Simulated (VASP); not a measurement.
OSZICAR of a VASP run on CrO2 (space group P4_2/mnm):

File OSZICAR:
```
       N       E                     dE             d eps       ncg     rms          rms(c)
DAV:   1     0.562136023640E+03    0.56214E+03   -0.23465E+04  1124   0.146E+03
DAV:   2     0.277555743679E+01   -0.55936E+03   -0.52599E+03  1252   0.472E+02
DAV:   3    -0.484595807976E+02   -0.51235E+02   -0.49679E+02  1258   0.151E+02
DAV:   4    -0.497732905282E+02   -0.13137E+01   -0.13053E+01  1350   0.234E+01
DAV:   5    -0.498091667483E+02   -0.35876E-01   -0.35868E-01  1364   0.371E+00    0.437E+01
DAV:   6    -0.405389643448E+02    0.92702E+01   -0.10879E+02  1328   0.979E+01    0.310E+01
DAV:   7    -0.374842963594E+02    0.30547E+01   -0.32817E+01  1325   0.633E+01    0.176E+01
DAV:   8    -0.377514220939E+02   -0.26713E+00   -0.20851E+00  1229   0.108E+01    0.880E+00
DAV:   9    -0.377296570403E+02    0.21765E-01   -0.10599E+00  1394   0.121E+01    0.319E+00
DAV:  10    -0.377647923184E+02   -0.35135E-01   -0.24082E-01  1468   0.488E+00    0.118E+00
DAV:  11    -0.377666800547E+02   -0.18877E-02   -0.38320E-02  1487   0.176E+00    0.761E-01
DAV:  12    -0.377683514583E+02   -0.16714E-02   -0.42149E-03  1389   0.460E-01    0.553E-01
DAV:  13    -0.377697260930E+02   -0.13746E-02   -0.35361E-03  1373   0.409E-01    0.296E-01
DAV:  14    -0.377700201639E+02   -0.29407E-03   -0.11806E-03  1365   0.357E-01    0.174E-01
DAV:  15    -0.377702110366E+02   -0.19087E-03   -0.38467E-04  1429   0.157E-01    0.120E-01
DAV:  16    -0.377704166568E+02   -0.20562E-03   -0.42212E-04  1575   0.176E-01    0.954E-02
DAV:  17    -0.377705279198E+02   -0.11126E-03   -0.27628E-04  1402   0.133E-01    0.753E-02
DAV:  18    -0.377706891356E+02   -0.16122E-03   -0.71633E-04  1482   0.223E-01    0.558E-02
DAV:  19    -0.377708190744E+02   -0.12994E-03   -0.79403E-04  1439   0.209E-01    0.358E-02
DAV:  20    -0.377709195158E+02   -0.10044E-03   -0.74807E-04  1409   0.187E-01    0.282E-02
DAV:  21    -0.377709736398E+02   -0.54124E-04   -0.38983E-04  1412   0.126E-01    0.208E-02
DAV:  22    -0.377709968396E+02   -0.23200E-04   -0.16647E-04  1454   0.905E-02    0.147E-02
DAV:  23    -0.377710028124E+02   -0.59729E-05   -0.32647E-04  1419   0.135E-01    0.133E-02
DAV:  24    -0.377710135228E+02   -0.10710E-04   -0.45709E-05  1358   0.601E-02    0.106E-02
DAV:  25    -0.377710136196E+02   -0.96833E-07   -0.24231E-06  1153   0.878E-03
   1 F= -.37771014E+02 E0= -.37763788E+02  d E =-.144511E-01  mag=     4.0000
```

### Question
Which electronic solver shows in the log?

### Answer
It is blocked Davidson (ALGO = Normal, or the opening steps of other solvers). The INCAR had ALGO = Normal.

### Question
How was spin treated?

### Answer
Collinear spin (ISPIN = 2): the summary line carries one mag value, 4.00 μB in the cell.

### Question
Can the final energy be trusted as converged?

### Answer
The run converged. It stopped with EDIFF = 1E-6, NELM = 100 (PBE GGA + U (Dudarev), plane waves, VASP's PBE PAW potentials (set 64)).  The moments were started parallel, and other spin orders were not tried in this run.

The structure was generated: CrO2 was put into an ordered model structure, which need not be its known phase. The cell was not relaxed at this level. The k-mesh is coarse (spacing up to 0.47 per Å, 2π included), so the numbers may not be converged in it. The run is one of a series of settings (LDAU = .TRUE., LDAUJ = 0 0, LDAUL = 2 -1, LDAUTYPE = 2, LDAUU = 8.0 0 against the base run), some of them coarse on purpose. A gapless solution with U can be a metastable orbital state.
